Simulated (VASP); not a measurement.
Given:

```yaml
crystal:
  lattice:
    - [0.00000, 2.26000, 2.26000]
    - [2.26000, 0.00000, 2.26000]
    - [2.26000, 2.26000, 0.00000]
  atoms:
    - { symbol: Ga, position: [0.00000, 0.00000, 0.00000] }
    - { symbol: N, position: [0.25000, 0.25000, 0.25000] }
```

Method: G0W0 on PBE orbitals, VASP's PBE PAW potentials (set 64) (plane waves; VASP 6.6.1). Numerical set-up: PREC = Normal, 500 eV cut-off, 4×4×4 Γ-centred mesh, Gaussian smearing of 0.010 eV, potentials Ga_d_GW N_GW_new.

The mesh is coarse and the basis finite, so the quasiparticle values are not converged.

NBANDS = 320, ENCUTGW = 300 eV, NOMEGA = 64. The PBE levels (eV) that the step starts from are:

```csv
state,KS energy,filling
"k1 (0.00, 0.00, 0.00), band 6",-7.54,2
"k1 (0.00, 0.00, 0.00), band 7",5.69,2
"k1 (0.00, 0.00, 0.00), band 8",5.69,2
"k1 (0.00, 0.00, 0.00), band 9",5.69,2
"k1 (0.00, 0.00, 0.00), band 10",7.34,0
"k1 (0.00, 0.00, 0.00), band 11",15.89,0
"k1 (0.00, 0.00, 0.00), band 12",15.89,0
"k1 (0.00, 0.00, 0.00), band 13",15.89,0
"k3 (0.50, 0.00, 0.00), band 6",-6.26,2
"k3 (0.50, 0.00, 0.00), band 7",-1.32,2
"k3 (0.50, 0.00, 0.00), band 8",4.72,2
"k3 (0.50, 0.00, 0.00), band 9",4.72,2
"k3 (0.50, 0.00, 0.00), band 10",10.24,0
"k3 (0.50, 0.00, 0.00), band 11",14.36,0
"k3 (0.50, 0.00, 0.00), band 12",15.95,0
"k3 (0.50, 0.00, 0.00), band 13",15.95,0
```

Q: Give the quasiparticle energies and renormalisation factors Z.

A: 
```
state                           QP energy (eV)     Z
------------------------------  --------------  ----
k1 (0.00, 0.00, 0.00), band 6           -10.21  0.72
k1 (0.00, 0.00, 0.00), band 7             4.84  0.74
k1 (0.00, 0.00, 0.00), band 8             4.84  0.74
k1 (0.00, 0.00, 0.00), band 9             4.84  0.74
k1 (0.00, 0.00, 0.00), band 10            7.61  0.77
k1 (0.00, 0.00, 0.00), band 11           16.31  0.77
k1 (0.00, 0.00, 0.00), band 12           16.31  0.77
k1 (0.00, 0.00, 0.00), band 13           16.31  0.77
k3 (0.50, 0.00, 0.00), band 6            -8.32  0.71
k3 (0.50, 0.00, 0.00), band 7            -2.36  0.71
k3 (0.50, 0.00, 0.00), band 8             3.81  0.74
k3 (0.50, 0.00, 0.00), band 9             3.81  0.74
k3 (0.50, 0.00, 0.00), band 10           10.64  0.77
k3 (0.50, 0.00, 0.00), band 11           14.76  0.72
k3 (0.50, 0.00, 0.00), band 12           16.31  0.77
k3 (0.50, 0.00, 0.00), band 13           16.31  0.77
```
On the mesh the gap opens from 1.65 to 2.77 eV.

The compound is GaN in the zinc blende structure, a metastable form; wurtzite is the usual one. The cell was not relaxed at this level. The k-mesh is coarse (spacing up to 0.60 per Å, 2π included), so the numbers may not be converged in it.
